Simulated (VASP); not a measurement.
Output of a VASP run:

File OSZICAR:
```
       N       E                     dE             d eps       ncg     rms          rms(c)
DAV:   1     0.111589853434E+03    0.11159E+03   -0.10201E+04   992   0.123E+03
DAV:   2    -0.117951795878E+02   -0.12339E+03   -0.12083E+03  1212   0.243E+02
DAV:   3    -0.165699145615E+02   -0.47747E+01   -0.47510E+01  1226   0.520E+01
DAV:   4    -0.166154388187E+02   -0.45524E-01   -0.45516E-01  1205   0.568E+00
DAV:   5    -0.166162531564E+02   -0.81434E-03   -0.81430E-03  1261   0.706E-01    0.185E+01
DAV:   6    -0.155771016259E+02    0.10392E+01   -0.79144E+00   988   0.288E+01    0.127E+01
DAV:   7    -0.153365616507E+02    0.24054E+00   -0.14011E+00   988   0.131E+01    0.588E+00
DAV:   8    -0.153199860179E+02    0.16576E-01   -0.86594E-02  1121   0.220E+00    0.143E+00
DAV:   9    -0.153153756291E+02    0.46104E-02   -0.12817E-02  1100   0.128E+00    0.249E-01
DAV:  10    -0.153155580807E+02   -0.18245E-03   -0.18086E-03  1177   0.317E-01    0.740E-02
DAV:  11    -0.153155904336E+02   -0.32353E-04   -0.47632E-05  1205   0.592E-02    0.465E-02
DAV:  12    -0.153155944418E+02   -0.40081E-05   -0.74393E-06  1128   0.258E-02    0.129E-02
DAV:  13    -0.153155958737E+02   -0.14319E-05   -0.17502E-06   966   0.108E-02    0.382E-03
DAV:  14    -0.153155960291E+02   -0.15536E-06   -0.20466E-07   620   0.384E-03
   1 F= -.16669461E+02 E0= -.16669453E+02  d E =-.166695E+02
```

### OUTCAR
```
------------------------ aborting loop because EDIFF is reached ----------------------------------------
 Edisp (eV)   -1.35386
  FORCE on cell =-STRESS in cart. coord.  units (eV):
  Direction    XX          YY          ZZ          XY          YZ          ZX
  --------------------------------------------------------------------------------------
  Total       0.00888     0.00888     0.03793     0.00000     0.00000     0.00000
  in kB       0.27457     0.27457     1.17205     0.00000     0.00000     0.00000
  external pressure =        0.57 kB  Pullay stress =        0.00 kB
  volume of cell :       51.84
      direct lattice vectors                 reciprocal lattice vectors
     3.579234624  0.000000000  0.000000000     0.279389340  0.161305507  0.000000000
    -1.789617312  3.099708184  0.000000000     0.000000000  0.322611014  0.000000000
     0.000000000  0.000000000  4.672936627     0.000000000  0.000000000  0.213998194
 POSITION                                       TOTAL-FORCE (eV/Angst)
 -----------------------------------------------------------------------------------
      0.00000      0.00000      0.00000        -0.000000      0.000000      0.000000
     -0.00000      2.06647      1.20396         0.000000     -0.000000      0.017746
      1.78962      1.03324      3.46898        -0.000000      0.000000     -0.017746
 -----------------------------------------------------------------------------------
    total drift:                                0.000000      0.000000      0.000000
  FREE ENERGIE OF THE ION-ELECTRON SYSTEM (eV)
  ---------------------------------------------------
  free  energy   TOTEN  =       -16.6694607156 eV

  energy  without entropy=      -16.6694457754  energy(sigma->0) =      -16.66945325

 reached required accuracy - stopping structural energy minimisation
```
(Selected blocks of OUTCAR.)

POSCAR:
```
PtS2
1
    3.5792346244     0.0000000000     0.0000000000
   -1.7896173122     3.0997081836    -0.0000000000
    0.0000000000     0.0000000000     4.6729366267
Pt S
1 2
Direct
  0.0000000000   1.0000000000   1.0000000000
  0.3333330000   0.6666670000   0.2576451345
  0.6666670000   0.3333330000   0.7423548655
```

Write an INCAR and KPOINTS that could have produced this output.

This is not unique; one that fits is the input of the run itself, PBE GGA with D3 dispersion (Becke-Johnson damping), plane waves, VASP's PBE PAW potentials (set 64).

INCAR:
```
! general
SYSTEM  = PtS2
PREC    = Accurate
ENCUT   = 480
LREAL   = .FALSE.   ! projection in real space or not
LASPH   = .TRUE.   ! aspherical one-centre terms

! electronic loop
EDIFF   = 1E-6   ! SCF stop (eV)
NELM    = 100   ! most electronic steps
ALGO    = Normal   ! blocked Davidson
LMAXMIX = 6   ! l cut-off of mixed one-centre charges

! smearing
ISMEAR  = 0
SIGMA   = 0.05

! functional
GGA     = PE   ! PBE
IVDW    = 12

! ions
IBRION  = 2
NSW     = 60
ISIF    = 3   ! ions, shape and volume
EDIFFG  = -0.02   ! ionic stop

! output
LWAVE   = .FALSE.
LCHARG  = .FALSE.
```

**KPOINTS**
```
Automatic
0
G
  7 7 5
```

POTCAR, in this order: Pt S (PBE.64 set). Program: vasp_std.

The compound is PtS2 in the 1T layered structure. It was relaxed first, which changed the volume by -5 %. The start is the result of an earlier pass.
